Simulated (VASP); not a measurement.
Calculation: PBE GGA, VASP's PBE PAW potentials (set 64) (plane waves; VASP).

Input for VASP

POSCAR:
```
Tl
1
    1.7300000000    -2.9964480000     0.0000000000
    1.7300000000     2.9964480000     0.0000000000
    0.0000000000     0.0000000000     5.5200000000
Tl
2
Direct
  0.3333330000   0.6666670000   0.2500000000
  0.6666670000   0.3333330000   0.7500000000
```

**INCAR**
```
SYSTEM=Tl
PREC=Accurate; ENCUT=480; LREAL=F
LASPH=T
EDIFF=1E-6; NELM=100; ALGO=Normal
LMAXMIX=4
ISMEAR=1; SIGMA=0.1
GGA=PE
IBRION=2; NSW=60; ISIF=3
EDIFFG=-0.01
LWAVE=F; LCHARG=F
```

File KPOINTS:
```
Automatic mesh
0
Gamma
11 11 6
0 0 0
```

POTCAR, in this order: Tl_d (PBE.64 set). Program: vasp_std.

The resulting files:

### OSZICAR
```
       N       E                     dE             d eps       ncg     rms          rms(c)
DAV:   1     0.121409378524E+03    0.12141E+03   -0.13971E+04  2192   0.136E+03
DAV:   2    -0.241855594058E+01   -0.12383E+03   -0.12239E+03  2326   0.285E+02
DAV:   3    -0.444824754830E+01   -0.20297E+01   -0.20193E+01  2644   0.323E+01
DAV:   4    -0.446086033402E+01   -0.12613E-01   -0.12523E-01  2393   0.248E+00
DAV:   5    -0.446098857924E+01   -0.12825E-03   -0.12824E-03  2500   0.272E-01    0.313E+00
DAV:   6    -0.441586595667E+01    0.45123E-01   -0.86905E-02  2264   0.253E+00    0.218E+00
DAV:   7    -0.440801262069E+01    0.78533E-02   -0.40608E-02  2291   0.172E+00    0.701E-01
DAV:   8    -0.440733804983E+01    0.67457E-03   -0.35400E-03  2236   0.491E-01    0.379E-02
DAV:   9    -0.440734356028E+01   -0.55104E-05   -0.20143E-05  2623   0.428E-02    0.118E-02
DAV:  10    -0.440734923333E+01   -0.56731E-05   -0.61191E-06  2268   0.229E-02    0.201E-03
DAV:  11    -0.440734948854E+01   -0.25521E-06   -0.46236E-07  1203   0.566E-03
   1 F= -.44073495E+01 E0= -.44068718E+01  d E =-.440735E+01
       N       E                     dE             d eps       ncg     rms          rms(c)
DAV:   1    -0.629249425159E+01   -0.18851E+01   -0.35877E+01  2181   0.557E+01    0.843E+00
DAV:   2    -0.471237664712E+01    0.15801E+01   -0.30481E+00  2176   0.143E+01    0.267E+00
DAV:   3    -0.447025934952E+01    0.24212E+00   -0.72810E-01  2184   0.723E+00    0.223E+00
DAV:   4    -0.445714246517E+01    0.13117E-01   -0.20434E-02  2207   0.972E-01    0.359E-01
DAV:   5    -0.445566211506E+01    0.14804E-02   -0.64373E-03  2369   0.682E-01    0.458E-02
DAV:   6    -0.445565633234E+01    0.57827E-05   -0.14583E-04  2204   0.970E-02    0.316E-02
DAV:   7    -0.445565638024E+01   -0.47902E-07   -0.12530E-05  2281   0.311E-02    0.696E-03
DAV:   8    -0.445565658516E+01   -0.20492E-06   -0.37838E-07  1176   0.490E-03
   2 F= -.44556566E+01 E0= -.44552487E+01  d E =-.483071E-01
       N       E                     dE             d eps       ncg     rms          rms(c)
DAV:   1    -0.451604639134E+01   -0.60390E-01   -0.11315E+00  2179   0.954E+00    0.143E+00
DAV:   2    -0.446398437303E+01    0.52062E-01   -0.11130E-01  2176   0.276E+00    0.451E-01
DAV:   3    -0.445683396286E+01    0.71504E-02   -0.24077E-02  2181   0.132E+00    0.346E-01
DAV:   4    -0.445651599636E+01    0.31797E-03   -0.88514E-04  2212   0.173E-01    0.283E-02
DAV:   5    -0.445648256314E+01    0.33433E-04   -0.28150E-04  2305   0.142E-01    0.171E-02
DAV:   6    -0.445647994521E+01    0.26179E-05   -0.88692E-06  2257   0.244E-02    0.219E-03
DAV:   7    -0.445647973055E+01    0.21466E-06   -0.16210E-07  1094   0.392E-03
   3 F= -.44564797E+01 E0= -.44560446E+01  d E =-.491302E-01
       N       E                     dE             d eps       ncg     rms          rms(c)
DAV:   1    -0.445751477275E+01   -0.10348E-02   -0.19340E-02  2179   0.124E+00    0.185E-01
DAV:   2    -0.445661080133E+01    0.90397E-03   -0.19716E-03  2176   0.369E-01    0.581E-02
DAV:   3    -0.445649234448E+01    0.11846E-03   -0.41342E-04  2181   0.174E-01    0.436E-02
DAV:   4    -0.445649288764E+01   -0.54316E-06   -0.17285E-05  2202   0.236E-02    0.523E-03
DAV:   5    -0.445649181110E+01    0.10765E-05   -0.48594E-06  2175   0.185E-02    0.307E-03
DAV:   6    -0.445649191072E+01   -0.99615E-07   -0.13485E-07  1091   0.308E-03
   4 F= -.44564919E+01 E0= -.44560603E+01  d E =-.491424E-01
       N       E                     dE             d eps       ncg     rms          rms(c)
DAV:   1    -0.446003446237E+01   -0.35427E-02   -0.12294E-01  2237   0.275E+00    0.246E-01
DAV:   2    -0.445799199634E+01    0.20425E-02   -0.16881E-03  2235   0.420E-01    0.141E-01
DAV:   3    -0.445703285406E+01    0.95914E-03   -0.15960E-03  2252   0.393E-01    0.398E-02
DAV:   4    -0.445702646127E+01    0.63928E-05   -0.13297E-04  2286   0.960E-02    0.823E-03
DAV:   5    -0.445702568600E+01    0.77527E-06   -0.66654E-06  2322   0.245E-02
   5 F= -.44570257E+01 E0= -.44565744E+01  d E =-.533775E-03
       N       E                     dE             d eps       ncg     rms          rms(c)
DAV:   1    -0.448443467194E+01   -0.27408E-01   -0.11063E+00  2237   0.824E+00    0.732E-01
DAV:   2    -0.446657748777E+01    0.17857E-01   -0.14554E-02  2227   0.123E+00    0.420E-01
DAV:   3    -0.445808699950E+01    0.84905E-02   -0.14081E-02  2258   0.116E+00    0.117E-01
DAV:   4    -0.445804649854E+01    0.40501E-04   -0.11638E-03  2268   0.284E-01    0.245E-02
DAV:   5    -0.445803826578E+01    0.82328E-05   -0.59481E-05  2329   0.736E-02    0.136E-02
DAV:   6    -0.445803720549E+01    0.10603E-05   -0.53170E-06  2239   0.215E-02    0.152E-03
DAV:   7    -0.445803719286E+01    0.12630E-07   -0.13988E-07  1092   0.336E-03
   6 F= -.44580372E+01 E0= -.44574283E+01  d E =-.154528E-02
       N       E                     dE             d eps       ncg     rms          rms(c)
DAV:   1    -0.446116477996E+01   -0.31276E-02   -0.13077E-01  2222   0.283E+00    0.251E-01
DAV:   2    -0.445907611992E+01    0.20887E-02   -0.16887E-03  2251   0.426E-01    0.145E-01
DAV:   3    -0.445807645897E+01    0.99966E-03   -0.16617E-03  2260   0.406E-01    0.386E-02
DAV:   4    -0.445807175672E+01    0.47023E-05   -0.13536E-04  2243   0.976E-02    0.833E-03
DAV:   5    -0.445807093918E+01    0.81754E-06   -0.64347E-06  2357   0.244E-02
   7 F= -.44580709E+01 E0= -.44573714E+01  d E =-.157903E-02
```

**OUTCAR**
```
------------------------ aborting loop because EDIFF is reached ----------------------------------------
  FORCE on cell =-STRESS in cart. coord.  units (eV):
  Direction    XX          YY          ZZ          XY          YZ          ZX
  --------------------------------------------------------------------------------------
  Total       -0.0179921     -0.0179921      0.0144424     -0.0000000      0.0000000      0.0000000
  in kB       -0.4574352     -0.4574352      0.3671867     -0.0000000      0.0000000      0.0000000
  external PRESSURE =      -0.1825613 kB  Pullay stress =       0.0000000 kB
  volume of cell :       63.02
      direct lattice vectors                 reciprocal lattice vectors
     1.797514436 -3.113386445  0.000000000     0.278161883 -0.160596832 -0.000000000
     1.797514436  3.113386445  0.000000000     0.278161883  0.160596832  0.000000000
     0.000000000 -0.000000000  5.630238410     0.000000000  0.000000000  0.177612372
 POSITION                                       TOTAL-FORCE (eV/Angst)
 -----------------------------------------------------------------------------------
      1.79751      1.03780      1.40756        -0.000000     -0.000000      0.000000
      1.79751     -1.03780      4.22268         0.000000      0.000000      0.000000
 -----------------------------------------------------------------------------------
    total drift:                               -0.000021      0.000480      0.000011
  FREE ENERGIE OF THE ION-ELECTRON SYSTEM (eV)
  ---------------------------------------------------
  free  energy   TOTEN  =        -4.4580709392 eV

  energy  without entropy=       -4.4559723804  energy(sigma->0) =       -4.45737142

 reached required accuracy - stopping structural energy minimisation
```
(Selected blocks of OUTCAR.)

File CONTCAR:
```
Tl
   1.00000000000000
     1.7975144356199708   -3.1133864449492212    0.0000000000000000
     1.7975144356199708    3.1133864449492212    0.0000000000000000
     0.0000000000000000   -0.0000000000000000    5.6302384102408736
  Tl
     2
Direct
     0.3333330000000032    0.6666669999999968    0.2500000000000000
     0.6666669999999968    0.3333330000000032    0.7500000000000000
```

Energy and stress use the plane-wave basis of the starting cell.

The compound is Tl in the hcp structure. This run relaxes it. Symmetry was kept, so distortions that lower it aren't found.
